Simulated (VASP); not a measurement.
Input of a VASP 6.6.1 run:

File INCAR:

```
SYSTEM = TbO
PREC = Accurate
ENCUT = 520
EDIFF = 1E-7
ISMEAR = 0
SIGMA = 0.05
LREAL = .False.
LASPH = .True.
NELM = 120
ALGO = Normal
ISIF = 2
LWAVE = .False.
LCHARG = .True.
ISPIN = 2
MAGMOM = -4.84 0
LORBIT = 11
LMAXMIX = 6
LDAU = .True.
LDAUTYPE = 2
LDAUL = 3 -1
LDAUU = 3 0
LDAUJ = 0 0
LDAUPRINT = 1
METAGGA = R2SCAN
LMIXTAU = .True.
LELF = .True.
LVHAR = .True.
NBANDS = 24
```

The input KPOINTS:

```
Automatic mesh
0
Gamma
  7 7 7
  0 0 0
```

The input POSCAR:

```
TbO
1.0
    2.7838380500      0.0000000000      0.0000000000
    0.0000000000      2.7838380500      0.0000000000
    0.0000000000      0.0000000000      2.7838380500
Tb O
1 1
Direct
    0.0000000000      0.0000000000      0.0000000000
    0.5000000000      0.5000000000      0.5000000000
```

Potentials or basis: VASP PAW PBE potentials, release 64 (Tb, O).

Run with:

```sh
$ cat potpaw_PBE.64/Tb/POTCAR potpaw_PBE.64/O/POTCAR > POTCAR
$ mpirun -np 1 vasp_std > vasp.out
```

(1) What does it give for the site moments?

(2) What does it give for the band gap on the k mesh?

(3) Estimate the net moment.

(4) Estimate the pressure.

## Answers

(1) Tb -5.99; O +0.01 μB.

(2) none (metal or under the smearing width).

(3) -6.22 μB per cell.

(4) 42.4 GPa.

Caveat: the magnetic or orbital state may not be the lowest; a pressure of tens of GPa on the cell as given is suspect, and the run, the potentials or the cell itself is likely at fault; the PAW data sets were made with another functional, which shifts forces and pressure a little; spin-orbit coupling is left out, which moves the levels of the heavy elements.
